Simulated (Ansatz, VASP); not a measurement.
# Cross-check of Ta between VASP and Ansatz

One calculation is typed for both programs; each brings its own data sets. How far apart do they land? Of the first pair: The structure shown is the start of the Ansatz relaxation below; VASP solves that cell, so the two are compared at the walk's first step.

Program: Ansatz 0.2.0. Level of theory: plane waves, with VASP 6.6.1 beside it; single point at PBEsol. Results are calculated unless marked as measured.

## (1) Set-up

The cell holds 3 atoms: 3 Ta. Its edges and angles: a = 2.858 Å, b = 2.858 Å, c = 33.134 Å, α = 90.0°, β = 90.0°, γ = 70.5°. It derives from Ta. Vacuum lies along c. The height across the vacuum is the one that the program set for its solve, not the one typed.

## (2) Ansatz: relaxation, PBEsol

Ansatz runs on its PAW soft_1 files.

The two programs are compared at the cell with which this relaxation starts, whose forces are those of its first step.

The input, input.yaml:

```yaml
crystal:
  lattice:
    - [1.65, 2.33345, 0.0]
    - [-1.65, 2.33345, 0.0]
    - [0.0, 0.0, 17.6669]
  atoms:
    - { symbol: Ta, position: [0.0, 0.0, 0.36792] }
    - { symbol: Ta, position: [0.5, 0.5, 0.5] }
    - { symbol: Ta, position: [0.0, 0.0, 0.63208] }
  periodic: [true, true, false]
kpoints:
  mp_grid: { grid: [8, 8, 1] }
hamiltonian:
  xc: pbesol
  pseudopotentials: { kind: paw, azcp: { folder: soft_1 }, xc_functional: pbe }
scf:
  occupations: { method: gaussian, width: 0.1 }
output:
  forces: true
  stress: true
  eigenvalues: true
relax:
  adjacent_minimum: "off"
  f_tol: 0.05
  max_steps: 80
  cell: { stress_2d_tol: 0.02 }
```

Started as:

```console
$ ansatz run input.yaml --threads 4 --pin off --max-ram 16384MiB --backend cpu --events-out ev --progress --plain --runs-dir out
```

Numbers of over 12 decimals in the logs are rounded to 6 here.

The log of the run:

```text
Warning: crystal.periodic: the lattice vector that does not repeat stood 0.000° off the slab's normal, 17.667 Å along it as the deck builds it. The run solves the slab on a vector along the normal, 33.134 Å long, with every atom where it was (on the deck's vector they left 13.00 Å outside them, and the widest stretch free of ions among them is 2.33 Å). A fractional position that the run reports is one of the run's ce [...]
The last accepted step is kept in <dir> (removed where the run ends without a failure and the disk answers)
crystal.periodic: the lattice vector that does not repeat stood 0.000° off the slab's normal, 17.667 Å along it as the deck builds it. The run solves the slab on a vector along the normal, 33.134 Å long, with every atom where it was (on the deck's vector they left 13.00 Å outside them, and the widest stretch free of ions among them is 2.33 Å). A fractional position that the run reports is one of the run's cell, which [...]
Engine: ansatz 0.2.0, aarch64-unknown-linux-gnu
Pseudopotentials: kind: paw
Pseudopotential: Ta, paw, valence charge 13, recommended cutoff 420 eV (normal), soft_1/Ta.paw.azcp
Functional definition: PBEsol
  exchange = pbesol_x
  correlation = pbesol_c
Crystal: 3 atoms, lattice volume = 255.143 Å³
Basis set: ecut = 420 eV, 5017 PW (Γ), exchange–correlation on 40×40×450 points (8 copies of the dense FFT grid, shifted against one another)
Bands: 24, of which v1, the nominal top of the filled ones, is band 20 counted from 1 (19 counted from 0)
Symmetry: 8 space group operations
Space group: Cmmm (ITA 65), of the structure as read, at distance tolerance 6.3e-5 Å
k-points: 21 of 64
Non-local potential: Ta, projectors of the file, l = 0: 3, l = 1: 2, l = 2: 2, l = 3: 1
PAW form: soft (Blöchl's): semilocal exchange-correlation on the pseudo side does not see the compensation charge
PAW frozen core: Ta, regenerated for the run's functional, and the local potential with it (the file was generated under x = pbe(κ = 0.804, μ = 0.219515), c = pbe(β = 0.066725))
PAW one-centre angular grid: Ta, 590 points (default); XC on 64 Gauss nodes
Initial density: superposition of atomic densities (neutral atoms: chi_scale 0, normalization atom)
Initial wavefunctions: pseudopotential atomic-orbital guess
Functional: x = pbesol(κ = 0.804, μ = 0.123457), c = pbesol(β = 0.046)
SCF iter   1: F=—  HF=-29421.905217 eV  |F-HF|=—  |Δ(HF+E_count)|=         —  Δρ=3.04e-2  dr2=1.97e1  ethr=3.10e-3  ⟨swp⟩=11.6  Hψ=3775  notcnv=0
preconditioner: auto → LDOS  [metal: Δε(μ)=0.004 eV  Ē_g=4.320 eV  σ=0.100 eV  W_gap=0.02  n_scr=20 (ndim 8)  ℏωp=9.0 eV  f_vac=0.709  D(μ)=2.46/eV (n_scr^D=12)  β→1.0]
SCF iter   2: F=—  HF=-29420.393850 eV  |F-HF|=—  |Δ(HF+E_count)|=    1.51e0  Δρ=2.19e-2  dr2=9.82e0  ethr=3.10e-3  ⟨swp⟩=4.9  Hψ=1556  notcnv=0  defer=8
SCF iter   3: F=—  HF=-29419.666129 eV  |F-HF|=—  |Δ(HF+E_count)|=   7.28e-1  Δρ=4.48e-3  dr2=5.92e-1  ethr=3.10e-3  ⟨swp⟩=4.3  Hψ=1362  notcnv=0  defer=5
[...]
SCF iter   1: F=—  HF=-29419.884675 eV  |F-HF|=—  |Δ(HF+E_count)|=         —  Δρ=4.96e-4  dr2=2.88e-3  ethr=7.28e-6  ⟨swp⟩=3.6  Hψ=4332  notcnv=0
preconditioner: auto → LDOS  [metal: Δε(μ)=0.021 eV  Ē_g=4.059 eV  σ=0.100 eV  W_gap=0.12  n_scr=20 (ndim 8)  ℏωp=9.4 eV  f_vac=0.711  D(μ)=3.33/eV (n_scr^D=16)  β→1.0]
SCF iter   2: F=—  HF=-29419.884461 eV  |F-HF|=—  |Δ(HF+E_count)|=   2.15e-4  Δρ=1.94e-4  dr2=5.03e-4  ethr=7.28e-6  ⟨swp⟩=2.9  Hψ=779  notcnv=0
SCF iter   3: F=—  HF=-29419.884434 eV  |F-HF|=—  |Δ(HF+E_count)|=   2.69e-5  Δρ=5.04e-5  dr2=2.91e-5  ethr=1.29e-6  ⟨swp⟩=3.1  Hψ=853  notcnv=0
SCF iter   4: F=—  HF=-29419.884263 eV  |F-HF|=—  |Δ(HF+E_count)|=   1.70e-4  Δρ=1.25e-5  dr2=9.28e-7  ethr=7.46e-8  ⟨swp⟩=3.6  Hψ=921  notcnv=0
SCF iter   5: F=-29419.884264 eV  HF=-29419.884264 eV  |F-HF|=1.64e-8  |Δ(HF+E_count)|=   5.04e-7  Δρ=3.46e-6  dr2=9.06e-8  ethr=7.69e-10  ⟨swp⟩=13.2  Hψ=3420  notcnv=0
SCF 7 converged in 5 iterations: F = -29419.884264 eV  dr2 = 9.06e-8
relax step   7: F+E_penalty+E_count = -29419.88426396 eV  Δ(F+E_penalty+E_count) = -4.101e-4 eV  max|allowed force component| = 8.817e-3 eV/Å  Δτ_max = 0.0073 Å  P = +0.015 N/m  Ω = 235.124 Å³  energy of the carried Pulay correction = +7.577e-4 eV  fix = [c, alpha, beta]  reactions: c +0.000 N/m  (5 SCF iters, dr2 threshold 3.00e-7 eV, accepted)
[...]
relax step   8: F+E_penalty+E_count = -29419.88430819 eV  Δ(F+E_penalty+E_count) = -4.423e-5 eV  max|allowed force component| = 1.087e-3 eV/Å  Δτ_max = 0.0019 Å  P = +0.010 N/m  Ω = 235.034 Å³  energy of the carried Pulay correction = +7.612e-4 eV  fix = [c, alpha, beta]  reactions: c +0.000 N/m  (5 SCF iters, dr2 threshold 6.47e-9 eV, accepted)
[...]
relax step   9: F+E_penalty+E_count = -29419.88430910 eV  Δ(F+E_penalty+E_count) = -9.113e-7 eV  max|allowed force component| = 3.858e-4 eV/Å  Δτ_max = 0.0002 Å  P = +0.002 N/m  Ω = 235.036 Å³  energy of the carried Pulay correction = +7.611e-4 eV  fix = [c, alpha, beta]  reactions: c +0.000 N/m  (4 SCF iters, dr2 threshold 5.19e-10 eV, accepted)
[...]
relax step  10: F+E_penalty+E_count = -29419.88360323 eV  Δ(F+E_penalty+E_count) = +7.059e-4 eV  max|allowed force component| = 5.644e-4 eV/Å  Δτ_max = 0.0000 Å  P = -0.001 N/m  Ω = 235.036 Å³  fix = [c, alpha, beta]  reactions: c +0.000 N/m  stress off target by 3.57e-3 N/m on what of the cell is left free  SCF on the basis re-selected at this cell (its energy is not comparable with the rows above)  (6 SCF iters)
basis re-selected at this cell: Δ(F+E_penalty+E_count) = +7.059e-4 eV, ΔP = -0.002 N/m vs the last step (what re-selecting the basis moved, of the pressure what is left beyond the Pulay correction that the steps carried, after the strain that the cell walked since its last selection, with what the two solves' SCF thresholds leave and, on support functions, any second-order correction that the steps lacked; it is no m [...]
SCF converged after 6 iterations
Free energy (F): -29419.883603 eV
Harris-Foulkes:  -29419.883603 eV  (|F-HF|=7.28e-12)
Internal energy: -29419.867040 eV  (E = F + TS)
E sigma→0 (E₀):  -29419.875322 eV
Entropy (-TS):   -0.016563 eV (-5.521 meV/atom)
Fermi energy:    -4.945904 eV
--- Per-component energies (eV) ---
  E_band       = -1233.641691
  E_kinetic    = 1184.439937
  E_local      = -118296.301052  (includes V_loc(G=0)·N_el)
  E_nonlocal   = -25.608800
  E_hartree    = 58459.192716
  E_xc         = -956.029334
  E_vxc        = -699.867570  (∫ρ·V_xc dr)
  E_paw        = -24543.845899  (= ΣΔE_a)
  E_vpaw       = -314.690079  (= ΣTr[D̂ρ^β])
  E_aug_tail   = 0.000295  (compensation charges beyond the density's cutoff)
  E_ewald      = 54757.643959
  E_core_change = 0.641138  (= ΣΔE_core)
  E_smearing   = -0.016563  (= −TS)
  E_closure    = -0.000000  (closes the sum)
  Σ components = -29419.883603   (vs F -29419.883603, Δ=0.00e0)
--- Forces (eV/Å), atoms counted from 1 ---
  atom   1  Ta     0.00000000     0.00000000    -0.00056444
  atom   2  Ta     0.00000000    -0.00000000     0.00000000
  atom   3  Ta     0.00000000     0.00000000     0.00056444
  max |Σ_I F_I| component: 6.31e-30 eV/Å
--- 2D stress c σ (N/m, compression-positive) ---
        0.002108       0.000000       0.000000
        0.000000      -0.003570       0.000000
        0.000000       0.000000       0.000000
  P = ½ c Tr σ = -0.0007 N/m
--- Band table (eV; the first three rows and the last of 21) ---
  k-point 0: bands = [... 16 lower, -6.1010, -5.6813, -5.3181, -5.2335, -4.8699, -4.0865, -3.1022, -1.0871]
  k-point 1: bands = [... 16 lower, -5.9628, -5.7417, -5.4975, -5.2478, -4.6065, -4.5768, -3.1246, -1.4305]
  k-point 2: bands = [... 16 lower, -6.1555, -5.7154, -5.6050, -5.5686, -5.4965, -3.2025, -2.8351, -1.4849]
  k-point 20: bands = [... 16 lower, -6.7480, -5.9170, -3.6993, -3.6615, -2.8842, -2.3319, -1.4720, -0.5909]
--- Relaxed structure (9 steps of the walk, 8 accepted, 1 SCFs on fresh bases) ---
  F+E_penalty+E_count = -29419.88360323 eV   max|allowed force component| = 5.644e-4 eV/Å   (the final SCF, on the basis selected at the relaxed cell)
  cell:  # Å, volume = 235.0359 Å³
    - [1.603388, 2.212049, 0.0]
    - [-1.603388, 2.212049, 0.0]
    - [0.0, 0.0, 33.133776608]
  atoms:
    - { symbol: Ta, position: [0, 0, 0.195863] }
    - { symbol: Ta, position: [0.5, 0.5, 0.266600] }
    - { symbol: Ta, position: [0, 0, 0.337336] }
```

## (3) VASP: single point, PBEsol, start cell, pair 1

The same cell, functional, mesh and smearing now go to VASP, with its own data sets.

Lines of VASP's logs that name or quote its potential files are left out, and so is its time.

The input, INCAR:

```
SYSTEM = Ta
PREC = Accurate
ENCUT = 400
EDIFF = 1E-06
NELM = 120
ISMEAR = 0
SIGMA = 0.1
LREAL = .FALSE.
ALGO = Normal
GGA = PS
NBANDS = 22
LASPH = .TRUE.
LORBIT = 11
LWAVE = .FALSE.
LCHARG = .FALSE.
ISIF = 2
LDIPOL = .TRUE.
IDIPOL = 3
DIPOL = 0.5 0.5 0.267
LVHAR = .TRUE.
GGA_COMPAT = .FALSE.
NELMDL = -8
KPAR = 2
```

The input, POSCAR:

```
Ta
1.0
    1.6500000000      2.3334500000      0.0000000000
   -1.6500000000      2.3334500000      0.0000000000
    0.0000000000      0.0000000000     33.1337770000
Ta
3
Direct
    0.0000000000      0.0000000000      0.1961746166
    0.5000000000      0.5000000000      0.2665995488
    0.0000000000      0.0000000000      0.3370244811
```

The input, KPOINTS:

```
Automatic mesh
0
Gamma
8 8 1
0 0 0
```

PAW data sets: Ta_pv (PBE family, release 64).

Started as:

```console
$ mpirun -np 2 vasp_std
```

The log of the run:

```text
[banner, memory and clock lines left out]
running    2 mpi-ranks, on    1 nodes
 distrk:  each k-point on    1 cores,    2 groups
 distr:  one band on    1 cores,    1 groups

 POSCAR found type information on POSCAR Ta
 POSCAR found :  1 types and       3 ions
|                                                                             |
|               ----> ADVICE to this user running VASP <----                  |
|                                                                             |
|     You enforced a specific xc type in the INCAR file but a different       |
|     [... a line on the potential file left out ...]
|     I HOPE YOU KNOW WHAT YOU ARE DOING!                                     |
|                                                                             |

 LDA part: xc-table for (Slater+PW92), standard interpolation
 POSCAR, INCAR and KPOINTS ok, starting setup
 FFT: planning ... GRIDC
 FFT: planning ... GRID_SOFT
 FFT: planning ... GRID
 WAVECAR not read
 entering main loop
       N       E                     dE             d eps       ncg     rms          rms(c)
DAV:   1     0.156828712005E+03    0.15683E+03   -0.16487E+04  1380   0.956E+02
DAV:   2    -0.286516842842E+02   -0.18548E+03   -0.17822E+03  1104   0.262E+02
DAV:   3    -0.376758527037E+02   -0.90242E+01   -0.83881E+01  1120   0.501E+01
DAV:   4    -0.380450859225E+02   -0.36923E+00   -0.36519E+00  1324   0.918E+00
DAV:   5    -0.380543061406E+02   -0.92202E-02   -0.91543E-02  1172   0.133E+00
DAV:   6    -0.380545650927E+02   -0.25895E-03   -0.25881E-03  1354   0.216E-01
DAV:   7    -0.380545713167E+02   -0.62240E-05   -0.62235E-05  1230   0.324E-02
DAV:   8    -0.380545715264E+02   -0.20974E-06   -0.21007E-06  1034   0.569E-03    0.218E+01
DAV:   9    -0.366307799227E+02    0.14238E+01   -0.13421E+01  1222   0.278E+01    0.104E+01
DAV:  10    -0.398096145269E+02   -0.31788E+01   -0.38690E+01  1264   0.277E+01    0.100E+01
DAV:  11    -0.350165944010E+02    0.47930E+01   -0.21950E+01  1280   0.188E+01    0.236E+00
DAV:  12    -0.350974560364E+02   -0.80862E-01   -0.14246E+00  1230   0.474E+00    0.126E+00
DAV:  13    -0.350846725852E+02    0.12783E-01   -0.43918E-02  1188   0.181E+00    0.996E-01
DAV:  14    -0.350686377757E+02    0.16035E-01   -0.83211E-02  1118   0.223E+00    0.442E-01
[...]
DAV:  20    -0.350694084193E+02   -0.10400E-03   -0.19191E-05  1172   0.430E-02    0.539E-03
DAV:  21    -0.350694551377E+02   -0.46718E-04   -0.41054E-06   912   0.973E-03    0.292E-03
DAV:  22    -0.350694993933E+02   -0.44256E-04   -0.17225E-06   832   0.801E-03    0.212E-03
DAV:  23    -0.350695278389E+02   -0.28446E-04   -0.14809E-06   776   0.622E-03    0.730E-04
DAV:  24    -0.350695365440E+02   -0.87052E-05   -0.29010E-07   696   0.252E-03    0.751E-04
DAV:  25    -0.350695391871E+02   -0.26431E-05   -0.53626E-08   648   0.161E-03    0.181E-04
DAV:  26    -0.350695402476E+02   -0.10605E-05   -0.21268E-08   606   0.749E-04    0.125E-04
DAV:  27    -0.350695407329E+02   -0.48529E-06   -0.14659E-08   618   0.476E-04
   1 F= -.35069541E+02 E0= -.35058471E+02  d E =-.221396E-01
```

OUTCAR, selected parts (step 3):

```text
ion  position               nearest neighbor table
   1  0.000  0.000  0.196-   2 2.86   2 2.86   2 3.30   2 3.30
   2  0.500  0.500  0.267-   1 2.86   1 2.86   3 2.86   3 2.86   1 3.30   1 3.30   3 3.30   3 3.30

  LATTYP: Found a base centered orthorhombic cell.
 ALAT       =     3.3000000000
 B/A-ratio  =     1.4142121212
 C/A-ratio  =    10.0405384848

 Subroutine GETGRP returns: Found  8 space group operations
 (whereof  4 operations were pure point group operations)

The static configuration has the point symmetry C_2v.
 The point group associated with its full space group is D_2h.

 Found     21 irreducible k-points:

   k-points           NKPTS =     21   k-points in BZ     NKDIM =     21   number of bands    NBANDS=     22

   dimension x,y,z NGX =    20 NGY =   20 NGZ =  216
   dimension x,y,z NGXF=    40 NGYF=   40 NGZF=  432

   ENCUT  =  400.0 eV  29.40 Ry    5.42 a.u.   4.66  4.66 54.03*2*pi/ulx,y,z

   NELECT =      33.0000    total number of electrons

 k-points in reciprocal lattice and weights: Automatic mesh
   0.00000000  0.00000000  0.00000000       0.016
   0.12500000  0.00000000  0.00000000       0.062
   0.25000000  0.00000000  0.00000000       0.062
   0.37500000  0.00000000  0.00000000       0.062
   0.50000000  0.00000000  0.00000000       0.031
   0.12500000  0.12500000  0.00000000       0.031
   0.25000000  0.12500000  0.00000000       0.062
   0.37500000  0.12500000  0.00000000       0.062
   0.50000000  0.12500000  0.00000000       0.062
[...]
-0.37500000  0.37500000  0.00000000       0.031
   0.50000000  0.50000000  0.00000000       0.016

 dipolmoment           0.000000      0.000000     -0.000001 electrons x Angstroem

 average (electrostatic) potential at core
       1 -44.6377       2 -44.3127       3 -44.6377

 E-fermi :  -2.5491

 k-point     1 :       0.0000    0.0000    0.0000
  band No.  band energies     occupation
    ...
     12      -7.1658      2.00000
     13      -4.0038      2.00000
     14      -3.3174      2.00000
     15      -3.0346      2.00000
     16      -2.8468      1.99997
     17      -2.4160      0.05994
     18      -2.1953      0.00000
     19      -1.6042      0.00000
     20      -1.2508      0.00000
     21       0.6681      0.00000
    ...

 k-point     2 :       0.1250    0.0000    0.0000
  band No.  band energies     occupation
    ...
     13      -3.9364      2.00000
     14      -3.2764      2.00000
     15      -3.1453      2.00000
     16      -3.0066      2.00000
     17      -2.5471      0.97812
     18      -2.1190      0.00000
     19      -1.9664      0.00000
     20      -1.1155      0.00000
     21       0.4148      0.00000
     22       0.5557      0.00000

 k-point     3 :       0.2500    0.0000    0.0000
  band No.  band energies     occupation
    ...
     14      -3.5178      2.00000
     15      -3.2276      2.00000
     16      -3.1565      2.00000
     17      -3.0317      2.00000
     18      -3.0030      2.00000
     19      -0.8559      0.00000
     20      -0.5980      0.00000
     21       0.4921      0.00000
     22       0.8349      0.00000

  Total       -5.5655816     -6.3232788     -3.0848116      0.0000000      0.0000000      0.0000000
  in kB      -34.9492415    -39.7072240    -19.3711698      0.0000000      0.0000000      0.0000000
  external PRESSURE =     -31.3425451 kB  Pullay stress =       0.0000000 kB

  energy-cutoff  :      400.00
  volume of cell :      255.14
      direct lattice vectors                 reciprocal lattice vectors
     1.650000000  2.333450000  0.000000000     0.303030303  0.214275001  0.000000000
    -1.650000000  2.333450000  0.000000000    -0.303030303  0.214275001  0.000000000
     0.000000000  0.000000000 33.133777000     0.000000000  0.000000000  0.030180682

 POSITION                                       TOTAL-FORCE (eV/Angst)
 -----------------------------------------------------------------------------------
      0.00000      0.00000      6.50001         0.000000      0.000000      0.654253
      0.00000      2.33345      8.83345         0.000000      0.000000      0.000000
      0.00000      0.00000     11.16689         0.000000     -0.000000     -0.654253
 -----------------------------------------------------------------------------------
    total drift:                               -0.000000      0.000000     -0.000093

  FREE ENERGIE OF THE ION-ELECTRON SYSTEM (eV)
  ---------------------------------------------------
  free  energy   TOTEN  =       -35.0695407329 eV

  energy  without entropy=      -35.0474011023  energy(sigma->0) =      -35.05847092

 vacuum level on the upper side and lower side of the slab         2.303         2.303

 total charge
# of ion       s       p       d       tot
------------------------------------------
    1        0.373   6.087   2.378   8.839
    2        0.369   6.178   2.362   8.909
    3        0.373   6.087   2.378   8.839
--------------------------------------------------
tot          1.115  18.353   7.118  26.587

[... 3 further parts left out ...]
```

The run ends at a pressure of -3.13 GPa, with forces up to 0.65 eV/Å.

## (4) Side by side

Known differences besides the potentials themselves: Ansatz cuts the interaction across the vacuum, VASP repeats the sheet with a dipole correction; the data sets hold 39 valence electrons in Ansatz (on its PAW soft_1 files) and 33 in VASP; the cutoff is 420 eV in Ansatz and 400 eV in VASP; Ansatz makes its cores anew for this functional, VASP keeps those of its PBE data sets. Total energies have different zeros and are not compared.

Forces (eV/Å; atoms numbered as in POSCAR):

| atom | Ansatz x, y, z | VASP x, y, z |
| --- | --- | --- |
| Ta1 | 0.000, 0.000, 0.658 | 0.000, 0.000, 0.654 |
| Ta2 | 0.000, 0.000, 0.000 | 0.000, 0.000, 0.000 |
| Ta3 | 0.000, 0.000, -0.658 | 0.000, 0.000, -0.654 |

The forces differ by 1.9 meV/Å r.m.s., which is 0.6 % of the r.m.s. force of 0.308 eV/Å (both taken over all components). With vacuum in the cell, a pressure given here is an average over mostly empty space and none of the material.

## (5) Ansatz: relaxation, PBEsol

This run makes the geometry at which the two programs are then compared.

The structure compared here is the end of the Ansatz relaxation.

input.yaml is that of step 2.

Started as:

```console
$ ansatz run input.yaml --threads 4 --pin off --max-ram 16384MiB --backend cpu --events-out ev --progress --plain --runs-dir out
```

The log of the run:

```text
[...]
Crystal: 3 atoms, lattice volume = 255.143 Å³
Basis set: ecut = 420 eV, 5017 PW (Γ), exchange–correlation on 40×40×450 points (8 copies of the dense FFT grid, shifted against one another)
Bands: 24, of which v1, the nominal top of the filled ones, is band 20 counted from 1 (19 counted from 0)
Symmetry: 8 space group operations
[...]
k-point 20: bands = [... 16 lower, -6.7480, -5.9170, -3.6993, -3.6615, -2.8842, -2.3319, -1.4720, -0.5909]
--- Relaxed structure (9 steps of the walk, 8 accepted, 1 SCFs on fresh bases) ---
[...]
cell:  # Å, volume = 235.0359 Å³
    - [1.603388, 2.212049, 0.0]
    - [-1.603388, 2.212049, 0.0]
    - [0.0, 0.0, 33.133776608]
  atoms:
    - { symbol: Ta, position: [0, 0, 0.195863] }
    - { symbol: Ta, position: [0.5, 0.5, 0.266600] }
    - { symbol: Ta, position: [0, 0, 0.337336] }
[key lines of the parts left out:]
SCF converged after 6 iterations
Free energy (F): -29419.883603 eV
Fermi energy:    -4.945904 eV
P = ½ c Tr σ = -0.0007 N/m
```

[end of part 1 of 2]

[Lines on the potential files, build, host, timing and source positions are cut from VASP's logs without a mark.]

[Logs are printed without paths, hosts, clocks, repeated set-up lines and the standing remarks that a program may print on its own settings, such as how far it seeks lower states.]

[Hosts, paths, dates, database ids (printed as entryN), source tags and the programs' standing remarks are cut or masked in the printed files.]
